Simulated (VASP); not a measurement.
A 63-atom supercell of Si (diamond) holds Sb on the Si site with a neighbouring Si vacancy in charge state +0. It is relaxed twice, with the total moment held at 1 and at 3 μB. Level of theory: PBE GGA, VASP's PBE PAW potentials (set 64) (plane waves; VASP). Run with PREC = Normal, LREAL = Auto, ISYM = 0, EDIFF = 1E-5, 400 eV cut-off, 1×1×1 Γ-centred mesh, Gaussian smearing of 0.050 eV, potentials Si Sb.

The supercell is sampled at Γ alone, which is coarse: total energies, pressure and levels can be off, energies of defects by several tenths of an eV.

### Question
Which spin state lies lower, and by how much?

### Answer
The state with 1 μB lies lower, by 0.11 eV.

The cell is a supercell with a defect, built from Si (diamond).
